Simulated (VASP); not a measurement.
# SiC (Moissanite): input slips in a band-gap run and what they do

Aim: see how common mistakes in a band-structure run show up, on SiC (Moissanite). The starting structure is a measured crystal structure from the Crystallography Open Database. Cell and atoms stay as given unless a step says otherwise.

Calculated with VASP 6.6.1; Kohn-Sham DFT with plane waves and PAW; LDA.

## (1) The starting structure

It takes space group P6_3mc (No. 186, hexagonal). The conventional cell has a = 3.076 Å, b = 3.076 Å, c = 5.048 Å, α = 90.00°, β = 90.00°, γ = 120.00°. Si has 4 C at 1.87 to 1.94 Å nearest. Nearest to C lie 4 Si at 1.87 to 1.94 Å. Farther neighbours are not listed.

## (2) Reference bands

INCAR reads:

```
SYSTEM = SiC
PREC = Accurate
ENCUT = 460
EDIFF = 1E-06
NELM = 100
ISMEAR = 0
SIGMA = 0.03
LREAL = .FALSE.
ALGO = Normal
GGA = CA
NBANDS = 22
LORBIT = 11
LWAVE = .FALSE.
LCHARG = .FALSE.
KPAR = 8
LASPH = .TRUE.
```

POSCAR reads:

```
SiC
1.0
    3.0760000000      0.0000000000      0.0000000000
   -1.5380000000      2.6638941420      0.0000000000
    0.0000000000      0.0000000000      5.0480000000
Si C
2 2
Direct
    0.6666666667      0.3333333333      0.5000000000
    0.3333333333      0.6666666667      0.0000000000
    0.6666666667      0.3333333333      0.8850000000
    0.3333333333      0.6666666667      0.3850000000
```

KPOINTS reads:

```
Automatic mesh
0
Gamma
8 8 4
0 0 0
```

KPOINTS_OPT reads:

```
Line mode
10
Line-mode
Reciprocal
  0.00000000   0.00000000   0.00000000 GAMMA
  0.50000000   0.00000000   0.00000000 M

  0.50000000   0.00000000   0.00000000 M
  0.33333333   0.33333333   0.00000000 K

  0.33333333   0.33333333   0.00000000 K
  0.00000000   0.00000000   0.00000000 GAMMA

  0.00000000   0.00000000   0.00000000 GAMMA
  0.00000000   0.00000000   0.50000000 A

  0.00000000   0.00000000   0.50000000 A
  0.50000000   0.00000000   0.50000000 L

  0.50000000   0.00000000   0.50000000 L
  0.33333333   0.33333333   0.50000000 H

  0.33333333   0.33333333   0.50000000 H
  0.00000000   0.00000000   0.50000000 A

  0.50000000   0.00000000   0.50000000 L
  0.50000000   0.00000000   0.00000000 M

  0.33333333   0.33333333   0.00000000 K
  0.33333333   0.33333333   0.50000000 H
```

The projector-augmented-wave data sets are Si and C (LDA family, release 64).

The run is started by

```
$ mpirun -np 8 vasp_std
```

The log of the run:

```text
[banner, memory and clock lines left out]
running    8 mpi-ranks, on    1 nodes
 distrk:  each k-point on    1 cores,    8 groups
 distr:  one band on    1 cores,    1 groups

 POSCAR found type information on POSCAR SiC
 POSCAR found :  2 types and       4 ions
|                                                                             |
|           W    W    AA    RRRRR   N    N  II  N    N   GGGG   !!!           |
|           W    W   A  A   R    R  NN   N  II  NN   N  G    G  !!!           |
|           W    W  A    A  R    R  N N  N  II  N N  N  G       !!!           |
|           W WW W  AAAAAA  RRRRR   N  N N  II  N  N N  G  GGG   !            |
|           WW  WW  A    A  R   R   N   NN  II  N   NN  G    G                |
|           W    W  A    A  R    R  N    N  II  N    N   GGGG   !!!           |
|                                                                             |
|     For optimal performance we recommend to set                             |
|       NCORE = 2 up to number-of-cores-per-socket                            |
|     NCORE specifies how many cores store one orbital (NPAR=cpu/NCORE).      |
|     This setting can greatly improve the performance of VASP for DFT.       |
|     The default, NCORE=1 might be grossly inefficient on modern             |
|     multi-core architectures or massively parallel machines. Do your        |
|     Unfortunately you need to use the default for GW and RPA                |
|     calculations (for HF NCORE is supported but not extensively tested      |
|     yet).                                                                   |
|                                                                             |

 LDA part: xc-table for (Slater(with rela. corr.)+CA(PZ))
 , standard interpolation
 POSCAR, INCAR and KPOINTS ok, starting setup
 FFT: planning ... GRIDC
 FFT: planning ... GRID_SOFT
 FFT: planning ... GRID
 WAVECAR not read
 entering main loop
       N       E                     dE             d eps       ncg     rms          rms(c)
DAV:   1     0.152610661772E+02    0.15261E+02   -0.62737E+03  1320   0.591E+02
DAV:   2    -0.354994736183E+02   -0.50761E+02   -0.47976E+02  1718   0.130E+02
DAV:   3    -0.373291353521E+02   -0.18297E+01   -0.18159E+01  1666   0.206E+01
DAV:   4    -0.373387868966E+02   -0.96515E-02   -0.96502E-02  1548   0.187E+00
DAV:   5    -0.373388487931E+02   -0.61896E-04   -0.61896E-04  1656   0.140E-01    0.129E+01
DAV:   6    -0.333892787998E+02    0.39496E+01   -0.41909E+00  1514   0.119E+01    0.572E+00
DAV:   7    -0.332808169073E+02    0.10846E+00   -0.93349E-01  1672   0.470E+00    0.251E+00
DAV:   8    -0.332397874378E+02    0.41029E-01   -0.39478E-02  1530   0.101E+00    0.618E-01
DAV:   9    -0.332354470179E+02    0.43404E-02   -0.38955E-03  1696   0.383E-01    0.103E-01
DAV:  10    -0.332355027965E+02   -0.55779E-04   -0.54328E-04  1508   0.106E-01    0.642E-02
DAV:  11    -0.332355088898E+02   -0.60932E-05   -0.17221E-05  1598   0.224E-02    0.185E-02
DAV:  12    -0.332355083569E+02    0.53282E-06   -0.29674E-06  1578   0.937E-03
   1 F= -.33235508E+02 E0= -.33235508E+02  d E =-.215856E-14
 Start KPOINTS_OPT (optional k-point list driver)
k-point batch [1-30\90]
       N       E                     dE             ncg
DAV:   1     0.252214191957E+04   -0.10041E+05     1320
DAV:   2     0.112802819281E+04   -0.13941E+04     1720
DAV:   3     0.107573240803E+04   -0.52296E+02     1650
DAV:   4     0.107546340703E+04   -0.26900E+00     1514
DAV:   5     0.107546167137E+04   -0.17357E-02     1656
DAV:   6     0.107546165502E+04   -0.16342E-04     1534
DAV:   7     0.107546165487E+04   -0.15452E-06     1460
[...]
k-point batch [61-90\90]
       N       E                     dE             ncg
DAV:   1     0.240620031074E+04   -0.14645E+05     1320
DAV:   2     0.102230241802E+04   -0.13839E+04     1730
DAV:   3     0.973923551797E+03   -0.48379E+02     1664
DAV:   4     0.973684623295E+03   -0.23893E+00     1574
DAV:   5     0.973683246677E+03   -0.13766E-02     1656
DAV:   6     0.973683234961E+03   -0.11716E-04     1574
DAV:   7     0.973683234859E+03   -0.10172E-06     1410
```

Wall time 29 s (8 MPI ranks of AMD EPYC 7R43, shared host); peak memory 1.1 GiB; 3.7 min of CPU time.

Lines that name or quote the potential files are left out of all logs, and their timing lines are given in words.

From OUTCAR (step 2):

```text
ion  position               nearest neighbor table
   1  0.667  0.333  0.500-   4 1.87   4 1.87   4 1.87   3 1.94   2 3.09   2 3.09   2 3.09   2 3.09
                             2 3.09   2 3.09
   2  0.333  0.667  0.000-   3 1.87   3 1.87   3 1.87   4 1.94   1 3.09   1 3.09   1 3.09   1 3.09
                             1 3.09   1 3.09
   3  0.667  0.333  0.885-   2 1.87   2 1.87   2 1.87   1 1.94
   4  0.333  0.667  0.385-   1 1.87   1 1.87   1 1.87   2 1.94

  LATTYP: Found a hexagonal cell.
 ALAT       =     3.0760000000
 C/A-ratio  =     1.6410923277

 Subroutine GETGRP returns: Found 12 space group operations
 (whereof  6 operations were pure point group operations)

The static configuration has the point symmetry C_3v.
 The point group associated with its full space group is C_6v.

 Found     30 irreducible k-points:

   k-points           NKPTS =     30   k-points in BZ     NKDIM =     30   number of bands    NBANDS=     22

   dimension x,y,z NGX =    24 NGY =   24 NGZ =   36
   dimension x,y,z NGXF=    48 NGYF=   48 NGZF=   72

   ENCUT  =  460.0 eV  33.81 Ry    5.81 a.u.   5.38  5.38  8.83*2*pi/ulx,y,z

   NELECT =      16.0000    total number of electrons

 k-points in reciprocal lattice and weights: Automatic mesh
   0.00000000  0.00000000  0.00000000       0.004
   0.12500000  0.00000000  0.00000000       0.023
   0.25000000  0.00000000  0.00000000       0.023
   0.37500000 -0.00000000  0.00000000       0.023
   0.50000000  0.00000000  0.00000000       0.012
   0.12500000  0.12500000  0.00000000       0.023
   0.25000000  0.12500000  0.00000000       0.047
   0.37500000  0.12500000  0.00000000       0.047
   0.25000000  0.25000000  0.00000000       0.023
[...]
0.25000000  0.25000000  0.50000000       0.023
   0.37500000  0.25000000  0.50000000       0.023

 average (electrostatic) potential at core
       1 -81.9375       2 -81.9375       3 -49.0069       4 -49.0069

 E-fermi :   8.5070

 k-point     1 :       0.0000    0.0000    0.0000
  band No.  band energies     occupation
    ...
      4       6.8078      2.00000
      5       6.8078      2.00000
      6       8.0875      2.00000
      7       8.0875      2.00000
      8       8.3596      2.00000
      9      12.9462      0.00000
     10      14.3959      0.00000
     11      14.7565      0.00000
     12      14.7565      0.00000
     13      15.8217      0.00000
    ...

 k-point     2 :       0.1250    0.0000    0.0000
  band No.  band energies     occupation
    ...
      4       5.4437      2.00000
      5       6.3789      2.00000
      6       7.1525      2.00000
      7       7.9218      2.00000
      8       8.1616      2.00000
      9      13.3186      0.00000
     10      14.5280      0.00000
     11      14.9436      0.00000
     12      15.3262      0.00000
     13      15.7782      0.00000
    ...

 k-point     3 :       0.2500    0.0000    0.0000
  band No.  band energies     occupation
    ...
      4       3.0259      2.00000
      5       5.1782      2.00000
      6       5.6102      2.00000
      7       7.4297      2.00000
      8       7.4676      2.00000
      9      12.1487      0.00000
     10      13.9907      0.00000
     11      15.3025      0.00000
     12      15.9597      0.00000
     13      16.2148      0.00000
    ...

  Total       -0.5809182     -0.5809182     -1.6870309      0.0000000      0.0000000      0.0000000
  in kB      -22.5010559    -22.5010559    -65.3447910      0.0000000      0.0000000      0.0000000
  external PRESSURE =     -36.7823010 kB  Pullay stress =       0.0000000 kB

  energy-cutoff  :      460.00
  volume of cell :       41.36
      direct lattice vectors                 reciprocal lattice vectors
     3.076000000  0.000000000  0.000000000     0.325097529  0.187695146  0.000000000
    -1.538000000  2.663894142  0.000000000     0.000000000  0.375390292  0.000000000
     0.000000000  0.000000000  5.048000000     0.000000000  0.000000000  0.198098257

 POSITION                                       TOTAL-FORCE (eV/Angst)
 -----------------------------------------------------------------------------------
      1.53800      0.88796      2.52400        -0.000000      0.000000      0.732531
     -0.00000      1.77593      0.00000         0.000000      0.000000      0.732531
      1.53800      0.88796      4.46748         0.000000     -0.000000     -0.732531
     -0.00000      1.77593      1.94348        -0.000000      0.000000     -0.732531
 -----------------------------------------------------------------------------------
    total drift:                                0.000000      0.000000      0.000148

  FREE ENERGIE OF THE ION-ELECTRON SYSTEM (eV)
  ---------------------------------------------------
  free  energy   TOTEN  =       -33.2355083569 eV

  energy  without entropy=      -33.2355083569  energy(sigma->0) =      -33.23550836

 total charge
# of ion       s       p       d       tot
------------------------------------------
    1        0.714   0.978   0.000   1.692
    2        0.714   0.978   0.000   1.692
    3        0.831   1.714   0.000   2.545
    4        0.831   1.714   0.000   2.545
--------------------------------------------------
tot          3.090   5.384   0.000   8.474

[... 3 further parts left out ...]
```

At this level the cell is under a tension of 3.7 GPa, so at these settings it is away from equilibrium.

The reference gap is 2.198 eV.

## (3) Bands with one electron missing

A slip made on purpose: one electron missing. Against step 2 the input has NELECT = 15 (also changed: NELM).

Changes to INCAR since step 2:

```diff
@@ -4,3 +4,3 @@
 EDIFF = 1E-06
-NELM = 100
+NELM = 60
 ISMEAR = 0
@@ -16 +16,2 @@
 LASPH = .TRUE.
+NELECT = 15
```

POSCAR is that of step 2.

KPOINTS is that of step 2.

KPOINTS_OPT is that of step 2.

The run is started by

```
$ mpirun -np 8 vasp_std
```

The log of the run:

```text
[banner, memory and clock lines left out]
running    8 mpi-ranks, on    1 nodes
[...]
[... a notice as in an earlier step ...]

 LDA part: xc-table for (Slater(with rela. corr.)+CA(PZ))
 , standard interpolation
 POSCAR, INCAR and KPOINTS ok, starting setup
[...]
entering main loop
       N       E                     dE             d eps       ncg     rms          rms(c)
DAV:   1     0.392578824381E+01    0.39258E+01   -0.56384E+03  1320   0.529E+02
DAV:   2    -0.410459365036E+02   -0.44972E+02   -0.42710E+02  1718   0.121E+02
DAV:   3    -0.426448678033E+02   -0.15989E+01   -0.15851E+01  1666   0.188E+01
DAV:   4    -0.426533226333E+02   -0.84548E-02   -0.84535E-02  1548   0.171E+00
DAV:   5    -0.426533764944E+02   -0.53861E-04   -0.53861E-04  1656   0.128E-01BRMIX: very serious problems
 the old and the new charge density differ
 old charge density:    16.00000 new   15.00000
BRMIX: very serious problems
 the old and the new charge density differ
 old charge density:    16.00000 new   15.00000
BRMIX: very serious problems
[...]
DAV:  11    -0.405207082373E+02   -0.62293E-05   -0.18338E-05  1634   0.240E-02    0.914E-03
DAV:  12    -0.405207062711E+02    0.19661E-05   -0.44895E-06  1530   0.122E-02    0.468E-03
DAV:  13    -0.405207061294E+02    0.14176E-06   -0.53080E-07   882   0.424E-03
   1 F= -.40520706E+02 E0= -.40519642E+02  d E =-.212828E-02
 Start KPOINTS_OPT (optional k-point list driver)
k-point batch [1-30\90]
       N       E                     dE             ncg
DAV:   1     0.198121247121E+04   -0.93458E+04     1320
DAV:   2     0.776194935781E+03   -0.12050E+04     1714
DAV:   3     0.732998731044E+03   -0.43196E+02     1644
DAV:   4     0.732756466085E+03   -0.24226E+00     1522
DAV:   5     0.732754782626E+03   -0.16835E-02     1674
DAV:   6     0.732754765827E+03   -0.16799E-04     1572
DAV:   7     0.732754765656E+03   -0.17112E-06     1428
[...]
k-point batch [61-90\90]
       N       E                     dE             ncg
DAV:   1     0.188548588920E+04   -0.13612E+05     1320
DAV:   2     0.697041933631E+03   -0.11884E+04     1754
DAV:   3     0.657854321836E+03   -0.39188E+02     1662
DAV:   4     0.657654660836E+03   -0.19966E+00     1556
DAV:   5     0.657653445300E+03   -0.12155E-02     1652
DAV:   6     0.657653434191E+03   -0.11109E-04     1584
DAV:   7     0.657653434088E+03   -0.10345E-06     1408
```

Wall time 23 s (8 MPI ranks); peak memory 1.1 GiB.

Parts of OUTCAR (step 3):

```text
  Total      -11.1817720    -11.1817720    -14.0693077      0.0000000      0.0000000      0.0000000
  in kB     -433.1103627   -433.1103627   -544.9550377      0.0000000      0.0000000      0.0000000
  external PRESSURE =    -470.3919210 kB  Pullay stress =       0.0000000 kB

 POSITION                                       TOTAL-FORCE (eV/Angst)
 -----------------------------------------------------------------------------------
      1.53800      0.88796      2.52400         0.000000      0.000000      0.655454
     -0.00000      1.77593      0.00000        -0.000000     -0.000000      0.655454
      1.53800      0.88796      4.46748         0.000000     -0.000000     -0.655454
     -0.00000      1.77593      1.94348        -0.000000      0.000000     -0.655454
 -----------------------------------------------------------------------------------
    total drift:                                0.000000      0.000000     -0.000246

  FREE ENERGIE OF THE ION-ELECTRON SYSTEM (eV)
  ---------------------------------------------------
  free  energy   TOTEN  =       -40.5207061294 eV

  energy  without entropy=      -40.5185778520  energy(sigma->0) =      -40.51964199

[... 2 parts as in an earlier step ...]

[... 1 further part left out ...]
[key lines of the parts left out:]
E-fermi :   6.8175
```

With one electron missing there is no gap to read, since by its occupations the run counts as a metal (its levels may still leave one).

## (4) Bands with no empty bands

A slip made on purpose: no empty bands. Against step 2 the input has NBANDS = 8 and no band path (also changed: NELM).

Changes to INCAR since step 3:

```diff
@@ -10,3 +10,3 @@
 GGA = CA
-NBANDS = 22
+NBANDS = 8
 LORBIT = 11
@@ -16,2 +16 @@
 LASPH = .TRUE.
-NELECT = 15
```

POSCAR is that of step 3.

KPOINTS is that of step 3.

The run is started by

```
$ mpirun -np 8 vasp_std
```

The log of the run:

```text
[... set-up lines as in an earlier step ...]
 entering main loop
       N       E                     dE             d eps       ncg     rms          rms(c)
DAV:   1     0.539399232383E+02    0.53940E+02   -0.72456E+03   480   0.161E+03
DAV:   2    -0.356206695409E+02   -0.89561E+02   -0.89561E+02   928   0.237E+02
DAV:   3    -0.373098654925E+02   -0.16892E+01   -0.16892E+01   480   0.497E+01
DAV:   4    -0.373382503045E+02   -0.28385E-01   -0.28385E-01   560   0.586E+00
[...]
DAV:  10    -0.332355140518E+02   -0.80178E-05   -0.35304E-04   496   0.170E-01    0.394E-02
DAV:  11    -0.332355085664E+02    0.54854E-05   -0.35935E-05   480   0.611E-02    0.199E-02
DAV:  12    -0.332355077977E+02    0.76873E-06   -0.21889E-06   240   0.143E-02
 -----------------------------------------------------------------------------
|                                                                             |
|           W    W    AA    RRRRR   N    N  II  N    N   GGGG   !!!           |
|           W    W   A  A   R    R  NN   N  II  NN   N  G    G  !!!           |
|           W    W  A    A  R    R  N N  N  II  N N  N  G       !!!           |
|           W WW W  AAAAAA  RRRRR   N  N N  II  N  N N  G  GGG   !            |
|           WW  WW  A    A  R   R   N   NN  II  N   NN  G    G                |
|           W    W  A    A  R    R  N    N  II  N    N   GGGG   !!!           |
|                                                                             |
|     Your highest band is occupied at some k-points! Unless you are          |
|     performing a calculation for an insulator or semiconductor, without     |
|     unoccupied bands, you have included TOO FEW BANDS!! Please increase     |
|     the parameter NBANDS in file INCAR to ensure that the highest band      |
|     is unoccupied at all k-points. It is always recommended to include      |
|     a few unoccupied bands to accelerate the convergence of                 |
|     molecular-dynamics runs (even for insulators or semiconductors),        |
|     since the presence of unoccupied bands improves wavefunction            |
|     prediction and helps to suppress 'band-crossings'.                      |
|                                                                             |
 -----------------------------------------------------------------------------

   1 F= -.33235508E+02 E0= -.33235508E+02  d E =-.545663E-15
```

Elapsed: 7.6 s, on 8 MPI ranks; peak memory 0.88 GiB.

From OUTCAR (step 4):

```text
  Total       -0.5770269     -0.5770269     -1.6829195      0.0000000      0.0000000      0.0000000
  in kB      -22.3503315    -22.3503315    -65.1855414      0.0000000      0.0000000      0.0000000
  external PRESSURE =     -36.6287348 kB  Pullay stress =       0.0000000 kB

 POSITION                                       TOTAL-FORCE (eV/Angst)
 -----------------------------------------------------------------------------------
      1.53800      0.88796      2.52400        -0.000000     -0.000000      0.732726
     -0.00000      1.77593      0.00000         0.000000      0.000000      0.732726
      1.53800      0.88796      4.46748         0.000000      0.000000     -0.732726
     -0.00000      1.77593      1.94348        -0.000000     -0.000000     -0.732726
 -----------------------------------------------------------------------------------
    total drift:                                0.000000      0.000000     -0.001201

  FREE ENERGIE OF THE ION-ELECTRON SYSTEM (eV)
  ---------------------------------------------------
  free  energy   TOTEN  =       -33.2355077977 eV

  energy  without entropy=      -33.2355077977  energy(sigma->0) =      -33.23550780

[... 1 part as in an earlier step ...]

[... 2 further parts left out ...]
[key lines of the parts left out:]
E-fermi :   8.5104
```

The run converges, yet it holds no empty band, so no gap can be read from it.

(Continued in part 2 of 2.)

[Lines on the potential files, build, host, timing and source positions are cut from VASP's logs without a mark.]

[Logs are printed without paths, hosts, clocks, repeated set-up lines and the standing remarks that a program may print on its own settings, such as how far it seeks lower states.]

[Hosts, paths, dates, database ids (printed as entryN), source tags and the programs' standing remarks are cut or masked in the printed files.]
